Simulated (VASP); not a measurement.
All values below come from PBE GGA with D3 dispersion (zero damping), VASP's PBE PAW potentials (set 64) (plane waves; VASP).

A VASP calculation is set up with these files.

### POSCAR
```
NaI
1
    0.0000000000     3.2350000000     3.2350000000
    3.2350000000     0.0000000000     3.2350000000
    3.2350000000     3.2350000000     0.0000000000
Na I
1 1
Direct
  0.0000000000   0.0000000000   0.0000000000
  0.5000000000   0.5000000000   0.5000000000
```

### KPOINTS
```
Automatic mesh
0
Gamma
7 7 7
0 0 0
```

**INCAR**
```
# general
SYSTEM  = NaI
PREC    = Accurate
ENCUT   = 520
LREAL   = .FALSE.
LASPH   = .TRUE.

# electronic loop
EDIFF   = 1E-6
NELM    = 100
ALGO    = Normal
LMAXMIX = 4

# smearing
ISMEAR  = 0
SIGMA   = 0.05

# functional
GGA     = PE
IVDW    = 11

# ions
IBRION  = 2
NSW     = 60
ISIF    = 3
EDIFFG  = -0.01

# output
LWAVE   = .FALSE.
LCHARG  = .FALSE.
```

POTCAR, in this order: Na_pv I (PBE.64 set). Program: vasp_std.

Output of the run:

### OSZICAR
```
       N       E                     dE             d eps       ncg     rms          rms(c)
DAV:   1     0.805718802926E+02    0.80572E+02   -0.67172E+03   440   0.112E+03
DAV:   2     0.140679597670E+01   -0.79165E+02   -0.75702E+02   470   0.238E+02
DAV:   3    -0.525786479611E+01   -0.66647E+01   -0.66269E+01   539   0.710E+01
DAV:   4    -0.544787981257E+01   -0.19002E+00   -0.18992E+00   537   0.126E+01
DAV:   5    -0.545226236824E+01   -0.43826E-02   -0.43825E-02   541   0.186E+00    0.163E+00
DAV:   6    -0.539143977406E+01    0.60823E-01   -0.86356E-02   497   0.198E+00    0.112E+00
DAV:   7    -0.538274608707E+01    0.86937E-02   -0.72712E-02   503   0.167E+00    0.590E-01
DAV:   8    -0.538482377750E+01   -0.20777E-02   -0.51196E-03   461   0.700E-01    0.149E-01
DAV:   9    -0.538479216765E+01    0.31610E-04   -0.13661E-04   497   0.130E-01    0.410E-02
DAV:  10    -0.538480732148E+01   -0.15154E-04   -0.38967E-05   506   0.778E-02    0.623E-03
DAV:  11    -0.538480771693E+01   -0.39545E-06   -0.39980E-06   479   0.233E-02
   1 F= -.58408409E+01 E0= -.58408409E+01  d E =-.584084E+01
       N       E                     dE             d eps       ncg     rms          rms(c)
DAV:   1    -0.539452210785E+01   -0.97148E-02   -0.29472E-01   497   0.809E+00    0.689E-01
DAV:   2    -0.538458515510E+01    0.99370E-02   -0.12826E-02   494   0.142E+00    0.330E-01
DAV:   3    -0.538178616226E+01    0.27990E-02   -0.71346E-03   497   0.909E-01    0.149E-01
DAV:   4    -0.538176196889E+01    0.24193E-04   -0.98921E-05   493   0.105E-01    0.153E-01
DAV:   5    -0.538170288230E+01    0.59087E-04   -0.97955E-06   497   0.376E-02    0.423E-02
DAV:   6    -0.538165454613E+01    0.48336E-04   -0.68154E-05   491   0.115E-01    0.964E-02
DAV:   7    -0.538165395642E+01    0.58972E-06   -0.13552E-06   455   0.913E-03
   2 F= -.58427498E+01 E0= -.58427498E+01  d E =-.190889E-02
       N       E                     dE             d eps       ncg     rms          rms(c)
DAV:   1    -0.538266447354E+01   -0.10099E-02   -0.68010E-02   497   0.392E+00    0.360E-01
DAV:   2    -0.538037201468E+01    0.22925E-02   -0.29242E-03   491   0.679E-01    0.174E-01
DAV:   3    -0.537972034032E+01    0.65167E-03   -0.16600E-03   494   0.440E-01    0.628E-02
DAV:   4    -0.537971136936E+01    0.89710E-05   -0.25328E-05   482   0.571E-02    0.602E-02
DAV:   5    -0.537969281871E+01    0.18551E-04   -0.35516E-06   464   0.238E-02    0.795E-03
DAV:   6    -0.537969152620E+01    0.12925E-05   -0.33282E-06   452   0.241E-02    0.151E-02
DAV:   7    -0.537969351407E+01   -0.19879E-05   -0.24129E-07   238   0.535E-03    0.246E-02
DAV:   8    -0.537969296937E+01    0.54470E-06   -0.80186E-08   235   0.225E-03
   3 F= -.58432665E+01 E0= -.58432665E+01  d E =-.242558E-02
       N       E                     dE             d eps       ncg     rms          rms(c)
DAV:   1    -0.538670423655E+01   -0.70107E-02   -0.27247E-01   497   0.783E+00    0.661E-01
DAV:   2    -0.537755394142E+01    0.91503E-02   -0.11734E-02   494   0.137E+00    0.318E-01
DAV:   3    -0.537495689280E+01    0.25970E-02   -0.65818E-03   494   0.880E-01    0.144E-01
DAV:   4    -0.537493664114E+01    0.20252E-04   -0.91311E-05   484   0.101E-01    0.149E-01
DAV:   5    -0.537489399368E+01    0.42647E-04   -0.10838E-05   509   0.425E-02    0.421E-02
DAV:   6    -0.537483665061E+01    0.57343E-04   -0.77227E-05   494   0.125E-01    0.109E-01
DAV:   7    -0.537483630045E+01    0.35016E-06   -0.13288E-06   449   0.930E-03
   4 F= -.58434705E+01 E0= -.58434705E+01  d E =-.262964E-02
       N       E                     dE             d eps       ncg     rms          rms(c)
DAV:   1    -0.537878362609E+01   -0.39470E-02   -0.43709E-02   497   0.318E+00    0.246E-01
DAV:   2    -0.537735086196E+01    0.14328E-02   -0.18734E-03   491   0.547E-01    0.123E-01
DAV:   3    -0.537694471591E+01    0.40615E-03   -0.10434E-03   494   0.351E-01    0.683E-02
DAV:   4    -0.537694601229E+01   -0.12964E-05   -0.13032E-05   452   0.338E-02    0.779E-02
DAV:   5    -0.537692264361E+01    0.23369E-04   -0.31655E-05   494   0.798E-02    0.462E-02
DAV:   6    -0.537692213299E+01    0.51061E-06   -0.51635E-06   428   0.342E-02
   5 F= -.58435228E+01 E0= -.58435228E+01  d E =-.268195E-02
```

OUTCAR:
```
------------------------ aborting loop because EDIFF is reached ----------------------------------------
 Edisp (eV)   -0.46660
  FORCE on cell =-STRESS in cart. coord.  units (eV):
  Direction    XX          YY          ZZ          XY          YZ          ZX
  --------------------------------------------------------------------------------------
  Total      -0.01427    -0.01427    -0.01427     0.00000     0.00000     0.00000
  in kB      -0.34685    -0.34685    -0.34685     0.00000     0.00000     0.00000
  external pressure =       -0.35 kB  Pullay stress =        0.00 kB
  volume of cell :       65.90
      direct lattice vectors                 reciprocal lattice vectors
     0.000000000  3.205883328  3.205883328    -0.155963255  0.155963255  0.155963255
     3.205883328  0.000000000  3.205883328     0.155963255 -0.155963255  0.155963255
     3.205883328  3.205883328 -0.000000000     0.155963255  0.155963255 -0.155963255
  FREE ENERGIE OF THE ION-ELECTRON SYSTEM (eV)
  ---------------------------------------------------
  free  energy   TOTEN  =        -5.8435228318 eV

  energy  without entropy=       -5.8435228318  energy(sigma->0) =       -5.84352283

 reached required accuracy - stopping structural energy minimisation
```
(Selected blocks of OUTCAR.)

**CONTCAR**
```
NaI
   1.00000000000000
     0.0000000000000000    3.2058833284935706    3.2058833284935706
     3.2058833284935706    0.0000000000000000    3.2058833284935706
     3.2058833284935706    3.2058833284935706   -0.0000000000000000
  Na              I
     1     1
Direct
     0.0000000000000000    0.0000000000000000    0.0000000000000000
     0.5000000000000000    0.5000000000000000    0.5000000000000000
```

OUTCAR:
```
 val. band max:        1.0077146073   @ k =   0.0000   0.0000   0.0000

 cond. band min:       4.7259373221   @ k =   0.0000   0.0000   0.0000


 Fermi energy:         1.2471043741

 k-point     1 :       0.0000    0.0000    0.0000
  band No.  band energies     occupation
      1     -21.3991      2.00000
      2     -21.3991      2.00000
      3     -21.3991      2.00000
      4     -10.0848      2.00000
      5       1.0077      2.00000
      6       1.0077      2.00000
      7       1.0077      2.00000
      8       4.7259      0.00000
      9       8.9366      0.00000
     10       8.9366      0.00000
     11       8.9366      0.00000

 k-point     2 :       0.1429    0.0000    0.0000
  band No.  band energies     occupation
      1     -21.4003      2.00000
      2     -21.3992      2.00000
      3     -21.3992      2.00000
      4     -10.0247      2.00000
      5       0.4058      2.00000
      6       0.9470      2.00000
      7       0.9470      2.00000
      8       5.3846      0.00000
      9       8.5192      0.00000
     10       9.1207      0.00000
     11       9.1207      0.00000

 k-point     3 :       0.2857    0.0000    0.0000
  band No.  band energies     occupation
      1     -21.4029      2.00000
      2     -21.3994      2.00000
      3     -21.3994      2.00000
      4      -9.8827      2.00000
      5      -0.5713      2.00000
      6       0.8184      2.00000
      7       0.8184      2.00000
      8       6.0987      0.00000
      9       8.7748      0.00000
     10       8.8815      0.00000
     11       8.8815      0.00000

 k-point     4 :       0.4286    0.0000    0.0000
  band No.  band energies     occupation
      1     -21.4050      2.00000
      2     -21.3995      2.00000
      3     -21.3995      2.00000
      4      -9.7610      2.00000
      5      -1.1919      2.00000
      6       0.7221      2.00000
      7       0.7221      2.00000
      8       6.1225      0.00000
      9       8.5250      0.00000
...
```

Energy and stress use the plane-wave basis of the starting cell. Unless said otherwise, spin-orbit coupling is left out, though it shifts the bands of the heavy elements here.

The compound is NaI in the rock salt structure. This run relaxes it. Symmetry was kept, so distortions that lower it aren't found.
